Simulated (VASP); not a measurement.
# Au with and without spin-orbit coupling, part 2 of 4

What does spin-orbit coupling change in Au, and what does it cost? All runs use PBEsol. Left out of this account: at least 1 further run (self-consistent run: a reference on another mesh). This is not the structure that Au takes at ambient conditions. The start is a cell from a database of measured crystal structures.

VASP 6.6.1, plane waves and PAW; the level of theory is named at each step.

So far. Step 2 (Band structure (PBEsol)): There is no gap at this level.

The starting crystal is not the ambient structure of Au (fcc); it is a model or a phase of other conditions.

## Step 3: Band structure (PBEsol + SOC)

This step: PBEsol, spin-orbit coupling; plane waves and PAW (Au) (VASP 6.6.1).

Levels along the symmetry lines show where the bands peak and cross; KPOINTS_OPT computes them in the converged potential. Spin-orbit coupling needs spinors and the noncollinear program, where each band holds one electron.

File INCAR:

```
SYSTEM = Au
PREC = Accurate
ENCUT = 400
EDIFF = 1E-06
NELM = 100
ISMEAR = -1
SIGMA = 0.05
LREAL = .FALSE.
ALGO = Normal
GGA = PS
LNONCOLLINEAR = .TRUE.
MAGMOM = 0 0 0 0 0 0
NBANDS = 34
GGA_COMPAT = .FALSE.
LASPH = .TRUE.
LSORBIT = .TRUE.
LMAXMIX = 4
LORBIT = 11
LWAVE = .FALSE.
LCHARG = .FALSE.
KPAR = 2
```

File POSCAR:

```
Au
1.0
    2.9000000000      0.0000000000      0.0000000000
   -1.4500000000      2.5114736710      0.0000000000
    0.0000000000      0.0000000000      4.8800000000
Au
2
Direct
    0.3333333333      0.6666666667      0.7500000000
    0.6666666667      0.3333333333      0.2500000000
```

File KPOINTS:

```
Automatic mesh
0
Gamma
13 13 7
0 0 0
```

File KPOINTS_OPT:

```
Line mode
16
Line-mode
Reciprocal
  0.00000000   0.00000000   0.00000000 GAMMA
  0.50000000   0.00000000   0.00000000 M

  0.50000000   0.00000000   0.00000000 M
  0.33333333   0.33333333   0.00000000 K

  0.33333333   0.33333333   0.00000000 K
  0.00000000   0.00000000   0.00000000 GAMMA

  0.00000000   0.00000000   0.00000000 GAMMA
  0.00000000   0.00000000   0.50000000 A

  0.00000000   0.00000000   0.50000000 A
  0.50000000   0.00000000   0.50000000 L

  0.50000000   0.00000000   0.50000000 L
  0.33333333   0.33333333   0.50000000 H

  0.33333333   0.33333333   0.50000000 H
  0.00000000   0.00000000   0.50000000 A

  0.50000000   0.00000000   0.50000000 L
  0.50000000   0.00000000   0.00000000 M

  0.33333333   0.33333333   0.00000000 K
  0.33333333   0.33333333   0.50000000 H
```

Potentials, in the order of the species: Au (PBE family, release 64).

Launch:

```
$ mpirun -np 2 vasp_ncl
```

What it wrote:

```text
[banner, memory and clock lines left out]
running    2 mpi-ranks, on    1 nodes
 distrk:  each k-point on    1 cores,    2 groups
 distr:  one band on    1 cores,    1 groups

 POSCAR found type information on POSCAR Au
 POSCAR found :  1 types and       2 ions
 [... a notice as in an earlier step ...]

 LDA part: xc-table for (Slater+PW92), standard interpolation
 POSCAR, INCAR and KPOINTS ok, starting setup
 FFT: planning ... GRIDC
 FFT: planning ... GRID_SOFT
 FFT: planning ... GRID
 WAVECAR not read
 entering main loop
       N       E                     dE             d eps       ncg     rms          rms(c)
DAV:   1     0.118874007424E+03    0.11887E+03   -0.96011E+03  5720   0.102E+03
DAV:   2    -0.612407662988E+01   -0.12500E+03   -0.11747E+03  6214   0.260E+02
DAV:   3    -0.911282628729E+01   -0.29887E+01   -0.29622E+01  6774   0.402E+01
DAV:   4    -0.912967739034E+01   -0.16851E-01   -0.16847E-01  6424   0.317E+00
DAV:   5    -0.912985222063E+01   -0.17483E-03   -0.17483E-03  6486   0.349E-01    0.139E+01
DAV:   6    -0.844495377329E+01    0.68490E+00   -0.13847E+00  6112   0.112E+01    0.865E+00
DAV:   7    -0.840173224291E+01    0.43222E-01   -0.12252E-01  6512   0.321E+00    0.416E+00
DAV:   8    -0.839677777668E+01    0.49545E-02   -0.32999E-03  6110   0.423E-01    0.157E+00
DAV:   9    -0.839617986814E+01    0.59791E-03   -0.17135E-03  6302   0.376E-01    0.155E-01
DAV:  10    -0.839618480792E+01   -0.49398E-05   -0.12828E-05  6364   0.317E-02    0.235E-02
DAV:  11    -0.839618822872E+01   -0.34208E-05   -0.81412E-07  5200   0.905E-03    0.197E-02
DAV:  12    -0.839618862919E+01   -0.40047E-06   -0.18471E-07  3148   0.398E-03
   1 F= -.83961886E+01 E0= -.83939360E+01  d E =-.450522E-02  mag=     0.0000    -0.0000    -0.0000
 Start KPOINTS_OPT (optional k-point list driver)
k-point batch [1-84\144]
       N       E                     dE             ncg
DAV:   1     0.190149609201E+05   -0.18167E+05     5712
DAV:   2     0.842847455598E+04   -0.10586E+05     6134
DAV:   3     0.820190426966E+04   -0.22657E+03     6828
DAV:   4     0.820038733197E+04   -0.15169E+01     6510
DAV:   5     0.820036918299E+04   -0.18149E-01     6560
DAV:   6     0.820036890657E+04   -0.27642E-03     6582
DAV:   7     0.820036890212E+04   -0.44503E-05     5226
DAV:   8     0.820036890182E+04   -0.29844E-06     4280
k-point batch [85-144\144]
       N       E                     dE             ncg
DAV:   1     0.250530514953E+05   -0.32287E+05     4080
DAV:   2     0.179014665241E+05   -0.71516E+04     4608
DAV:   3     0.177220540856E+05   -0.17941E+03     4612
DAV:   4     0.177207513062E+05   -0.13028E+01     4396
DAV:   5     0.177207356020E+05   -0.15704E-01     4500
DAV:   6     0.177207353683E+05   -0.23377E-03     4426
DAV:   7     0.177207353647E+05   -0.35533E-05     3426
DAV:   8     0.177207353644E+05   -0.27777E-06     2680
```

It took 2.2 min on 2 MPI ranks of Intel Xeon Platinum 8488C (Sapphire Rapids), shared host; peak memory 0.62 GiB; 4.4 min of CPU time.

Parts of OUTCAR (step 3):

```text
 Found     84 irreducible k-points:

   k-points           NKPTS =     84   k-points in BZ     NKDIM =     84   number of bands    NBANDS=     34

   NELECT =      22.0000    total number of electrons

 E-fermi :   8.4982

 k-point     1 :       0.0000    0.0000    0.0000
  band No.  band energies     occupation
    ...
     20       6.0295      1.00000
     21       6.8933      1.00000
     22       6.8933      1.00000
     23       7.4706      1.00000
     24       7.4706      1.00000
     25      11.0718      0.00000
     26      11.0718      0.00000
     27      23.1830      0.00000
     28      23.1830      0.00000
     29      24.1496      0.00000
    ...

 k-point     2 :       0.0769   -0.0000    0.0000
  band No.  band energies     occupation
    ...
     20       5.8058      1.00000
     21       6.6137      1.00000
     22       6.6137      1.00000
     23       8.3792      0.91535
     24       8.3792      0.91535
     25      11.0709      0.00000
     26      11.0709      0.00000
     27      23.1865      0.00000
     28      23.1865      0.00000
     29      24.3879      0.00000
    ...

  Total       -1.7271162     -1.7271162     -1.8612462      0.0000000     -0.0000000      0.0000000
  in kB      -77.8548551    -77.8548551    -83.9011565      0.0000000     -0.0000000      0.0000000
  external PRESSURE =     -79.8702889 kB  Pullay stress =       0.0000000 kB

 POSITION                                       TOTAL-FORCE (eV/Angst)
 -----------------------------------------------------------------------------------
     -0.00000      1.67432      3.66000        -0.000000      0.000000      0.000000
      1.45000      0.83716      1.22000         0.000000     -0.000000      0.000000
 -----------------------------------------------------------------------------------
    total drift:                                0.000000     -0.000000      0.000000

  FREE ENERGIE OF THE ION-ELECTRON SYSTEM (eV)
  ---------------------------------------------------
  free  energy   TOTEN  =        -8.3961886292 eV

  energy  without entropy=       -8.3916834087  energy(sigma->0) =       -8.39393602

 Spin-Orbit-Coupling matrix elements
 Ion:    1  E_soc:     -0.5824599
 Ion:    2  E_soc:     -0.5824599

 total charge
# of ion       s       p       d       tot
------------------------------------------
    1        0.525   0.342   8.719   9.586
    2        0.525   0.342   8.719   9.586
--------------------------------------------------
tot          1.050   0.684  17.437  19.171

 magnetization (x)
# of ion       s       p       d       tot
------------------------------------------
    1        0.000   0.000   0.000   0.000
    2        0.000   0.000   0.000   0.000
--------------------------------------------------
tot          0.000   0.000   0.000   0.000

 magnetization (y)
# of ion       s       p       d       tot
------------------------------------------
    1        0.000   0.000   0.000   0.000
    2        0.000   0.000   0.000   0.000
--------------------------------------------------
tot          0.000   0.000   0.000   0.000

 magnetization (z)
# of ion       s       p       d       tot
------------------------------------------
    1        0.000   0.000   0.000   0.000
    2        0.000   0.000   0.000   0.000
--------------------------------------------------
tot          0.000   0.000   0.000   0.000

[... 8 parts as in an earlier step ...]

[... 5 further parts left out ...]
```

At this level the cell is under a tension of 8.0 GPa, so at these settings it is away from equilibrium.

This step gave:

```yaml
scf_cycles: 12
bands: 34
free_energy_toten: -8.396 eV
energy_at_zero_smearing: -8.394 eV
fermi_energy: 8.498 eV
pressure: -7.987 GPa
```

On-site spin-orbit energy by atom:

```
atom  on-site spin-orbit energy (eV)
 Au1                          -0.582
 Au2                          -0.582
```

The electronic bands at the labelled points (eV, zero at the Fermi level; # counts the bands kept in this run):

```
          point    #17    #18    #19    #20    #21    #22    #23    #24
              Γ  -2.81  -2.81  -2.47  -2.47  -1.60  -1.60  -1.03  -1.03
0.53 of the way  -2.81  -2.81  -2.55  -2.55  -1.74  -1.74   2.77   2.77
              M  -1.68  -1.68  -1.34  -1.34   0.48   0.48   1.60   1.60
0.53 of the way  -2.07  -2.07  -1.66  -1.66   1.42   1.42   1.85   1.85
              K  -2.13  -2.13  -1.95  -1.95   2.33   2.33   2.34   2.34
0.53 of the way  -2.67  -2.67  -2.33  -2.33  -1.86  -1.86   2.81   2.81
              Γ  -2.81  -2.81  -2.47  -2.47  -1.60  -1.60  -1.03  -1.03
0.47 of the way  -2.99  -2.99  -2.61  -2.61  -2.16  -2.16  -1.71  -1.71
              A  -2.50  -2.50  -2.50  -2.50  -2.11  -2.11  -2.11  -2.11
0.47 of the way  -2.44  -2.44  -2.44  -2.44  -1.71  -1.71  -1.71  -1.71
              L  -1.47  -1.47  -1.47  -1.47   0.51   0.51   0.51   0.51
0.47 of the way  -1.82  -1.82  -1.79  -1.79   1.93   1.93   2.05   2.05
              H  -2.05  -2.05  -1.82  -1.82   4.08   4.08   4.21   4.21
0.47 of the way  -2.10  -2.10  -2.00  -2.00  -1.31  -1.31  -1.08  -1.08
              A  -2.50  -2.50  -2.50  -2.50  -2.11  -2.11  -2.11  -2.11
      jump to L  -1.47  -1.47  -1.47  -1.47   0.51   0.51   0.51   0.51
0.47 of the way  -1.62  -1.62  -1.28  -1.28   0.03   0.03   1.37   1.37
              M  -1.68  -1.68  -1.34  -1.34   0.48   0.48   1.60   1.60
      jump to K  -2.13  -2.13  -1.95  -1.95   2.33   2.33   2.34   2.34
0.47 of the way  -2.09  -2.09  -1.99  -1.99   2.73   2.73   2.77   2.77
              H  -2.05  -2.05  -1.82  -1.82   4.08   4.08   4.21   4.21
```

There is no gap at this level. Without the coupling there was no gap either. The run took 3.1 times the core time, with 34 spinor bands against 23.

## Step 4: Total and projected DOS (PBEsol)

This step: PBEsol; plane waves and PAW (Au) (VASP 6.6.1).

Here the states are counted by energy and projected on the atoms.

File INCAR:

```
SYSTEM = Au
PREC = Accurate
ENCUT = 400
EDIFF = 1E-06
NELM = 100
ISMEAR = -5
SIGMA = 0.05
LREAL = .FALSE.
ALGO = Normal
GGA = PS
NBANDS = 23
LASPH = .TRUE.
LORBIT = 11
LWAVE = .FALSE.
LCHARG = .FALSE.
KPAR = 2
NEDOS = 2001
```

POSCAR is that of step 3.

KPOINTS is that of step 3.

Launch:

```
$ mpirun -np 2 vasp_std
```

What it wrote:

```text
[... set-up lines as in an earlier step ...]
 entering main loop
       N       E                     dE             d eps       ncg     rms          rms(c)
DAV:   1     0.108087311309E+03    0.10809E+03   -0.94467E+03  3880   0.747E+02
DAV:   2    -0.625702284261E+01   -0.11434E+03   -0.10813E+03  4606   0.202E+02
DAV:   3    -0.847437238150E+01   -0.22173E+01   -0.22095E+01  4634   0.278E+01
DAV:   4    -0.848420783196E+01   -0.98355E-02   -0.98328E-02  4704   0.202E+00
DAV:   5    -0.848430577406E+01   -0.97942E-04   -0.97927E-04  4739   0.210E-01    0.119E+01
DAV:   6    -0.784928706158E+01    0.63502E+00   -0.91118E-01  4340   0.788E+00    0.753E+00
DAV:   7    -0.781136959362E+01    0.37917E-01   -0.74768E-02  4746   0.225E+00    0.350E+00
DAV:   8    -0.780629280991E+01    0.50768E-02   -0.61891E-03  4557   0.538E-01    0.427E-01
DAV:   9    -0.780626984694E+01    0.22963E-04   -0.45462E-05  4732   0.445E-02    0.187E-02
DAV:  10    -0.780627891738E+01   -0.90704E-05   -0.23122E-06  4754   0.116E-02    0.599E-03
DAV:  11    -0.780627866472E+01    0.25266E-06   -0.14418E-07  3066   0.259E-03
   1 F= -.78062787E+01 E0= -.78062787E+01  d E =0.000000E+00
 -----------------------------------------------------------------------------
|                                                                             |
|           W    W    AA    RRRRR   N    N  II  N    N   GGGG   !!!           |
|           W    W   A  A   R    R  NN   N  II  NN   N  G    G  !!!           |
|           W    W  A    A  R    R  N N  N  II  N N  N  G       !!!           |
|           W WW W  AAAAAA  RRRRR   N  N N  II  N  N N  G  GGG   !            |
|           WW  WW  A    A  R   R   N   NN  II  N   NN  G    G                |
|           W    W  A    A  R    R  N    N  II  N    N   GGGG   !!!           |
|                                                                             |
|     Tetrahedron method does not include variations of the Fermi             |
|     occupations, so forces and stress will be inaccurate. We suggest        |
|     using a different smearing scheme ISMEAR = 1 or 2 for metals in         |
|     relaxations.                                                            |
|                                                                             |
 -----------------------------------------------------------------------------
```

Elapsed: 21 s, on 2 MPI ranks; peak memory 0.32 GiB; 41 s of CPU time.

Parts of OUTCAR (step 4):

```text
 Found     84 irreducible k-points:

   NELECT =      22.0000    total number of electrons

 E-fermi :   8.5854

 k-point     1 :       0.0000    0.0000    0.0000
  band No.  band energies     occupation
    ...
      8       5.1888      2.00000
      9       5.1888      2.00000
     10       6.4577      2.00000
     11       6.4577      2.00000
     12       7.5618      2.00000
     13      11.0255      0.00000
     14      23.1757      0.00000
     15      24.2053      0.00000
     16      25.2873      0.00000
     17      26.6693      0.00000
    ...

 k-point     2 :       0.0769   -0.0000    0.0000
  band No.  band energies     occupation
    ...
      8       5.0546      2.00000
      9       5.1180      2.00000
     10       5.8196      2.00000
     11       6.4863      2.00000
     12       8.4236      1.59331
     13      11.0263      0.00000
     14      23.2018      0.00000
     15      24.4503      0.00000
     16      24.7949      0.00000
     17      25.7246      0.00000
    ...

  Total       -1.4793602     -1.4793602     -1.5584291      0.0000000      0.0000000      0.0000000
  in kB      -66.6865221    -66.6865221    -70.2507844      0.0000000      0.0000000      0.0000000
  external PRESSURE =     -67.8746095 kB  Pullay stress =       0.0000000 kB

 POSITION                                       TOTAL-FORCE (eV/Angst)
 -----------------------------------------------------------------------------------
     -0.00000      1.67432      3.66000         0.000000     -0.000000      0.000000
      1.45000      0.83716      1.22000        -0.000000      0.000000      0.000000
 -----------------------------------------------------------------------------------
    total drift:                                0.000000     -0.000000      0.000000

  FREE ENERGIE OF THE ION-ELECTRON SYSTEM (eV)
  ---------------------------------------------------
  free  energy   TOTEN  =        -7.8062786647 eV

  energy  without entropy=       -7.8062786647  energy(sigma->0) =       -7.80627866

 total charge
# of ion       s       p       d       tot
------------------------------------------
    1        0.523   0.326   8.743   9.592
    2        0.523   0.326   8.743   9.592
--------------------------------------------------
tot          1.047   0.652  17.486  19.185

[... 9 parts as in an earlier step ...]

[... 5 further parts left out ...]
```

At this level the cell is under a tension of 6.8 GPa, so at these settings it is away from equilibrium. With tetrahedra the forces and stress of a metal are not exact derivatives of the energy.

This step gave:

* SCF cycles: 11
* bands: 23
* free energy (TOTEN): -7.806 eV
* Fermi energy: 8.585 eV
* pressure: -6.787 GPa
* DOS at the Fermi level, one point of the energy grid: 0.6279 states/eV/cell

The density of states has structure finer than the step of the table below, so its rows give means over 0.5 eV, whole bins alone (the curve runs from -11.3 to 7.93 eV). Peaks (eV: height): total -4.52: 6.07, -3.81: 6.20, -2.14: 6.22, -1.82: 6.31; Au d -4.52: 5.06, -3.81: 5.27, -2.06: 5.91, -1.82: 6.00; Au p -5.00: 0.221, -3.81: 0.197, 4.99: 0.247, 6.82: 0.287; Au s -6.66: 0.534, 2.69: 0.193, 4.76: 0.281.

States under -11.3 eV and over 7.9 eV are left out. Density of states against energy, zero at the Fermi level; means over each step; values in states/eV/cell:

```
energy (eV)   total     Au d     Au p     Au s
      -10.0       0        0        0        0
       -9.5  0.0145        0   1.1e-4  0.00826
       -9.0   0.112   5.4e-4  0.00227   0.0623
       -8.5   0.186  0.00364  0.00674   0.0980
       -8.0   0.279   0.0136   0.0141    0.138
       -7.5   0.383   0.0436   0.0227    0.168
       -7.0   0.849    0.268   0.0402    0.269
       -6.5    2.55     1.46   0.0700    0.415
       -6.0    3.16     2.20   0.0828    0.250
       -5.5    3.78     2.94    0.115   0.0929
       -5.0    3.84     3.09    0.127   0.0532
       -4.5    4.54     3.81    0.125   0.0586
       -4.0    5.23     4.40    0.170   0.0716
       -3.5    4.04     3.44    0.135   0.0507
       -3.0    3.44     3.07   0.0785   0.0273
       -2.5    3.89     3.62   0.0465   0.0260
       -2.0    5.47     5.18   0.0452   0.0486
       -1.5   0.767    0.593   0.0422   0.0555
       -1.0   0.599    0.382   0.0585   0.0680
       -0.5   0.615    0.327   0.0866   0.0825
        0.0   0.628    0.290    0.108   0.0901
        0.5   0.608    0.258    0.110   0.0991
        1.0   0.548    0.202    0.107    0.103
        1.5   0.546    0.185    0.106    0.117
        2.0   0.592    0.186    0.115    0.141
        2.5   0.636    0.178    0.118    0.176
        3.0   0.543    0.136   0.0923    0.175
        3.5   0.384   0.0861   0.0582    0.141
        4.0   0.496    0.117   0.0649    0.195
        4.5   0.820    0.167    0.165    0.259
        5.0   0.940    0.175    0.232    0.250
        5.5   0.699    0.122    0.182    0.181
        6.0   0.582   0.0967    0.159    0.144
        6.5   0.757    0.124    0.239    0.146
        7.0   0.760    0.127    0.256    0.124
        7.5   0.647    0.114    0.226   0.0901
```

Of the states within 0.3 eV of the Fermi level, the largest shares in the PAW spheres are Au d 46 %, Au p 17 % and Au s 14 %. The rest lies in smaller channels or between the spheres.

[end of part 2 of 4]

[Lines on the potential files, build, host, timing and source positions are cut from VASP's logs without a mark.]

[Logs are printed without paths, hosts, clocks, repeated set-up lines and the standing remarks that a program may print on its own settings, such as how far it seeks lower states.]

[Hosts, paths, dates, database ids (printed as entryN), source tags and the programs' standing remarks are cut or masked in the printed files.]

[A measured line is paired with the nearest computed mode of its activity, which favours agreement.]

[In band tables of VASP the shares of atoms and orbitals are scaled to a sum of 1 inside the atoms' spheres.]
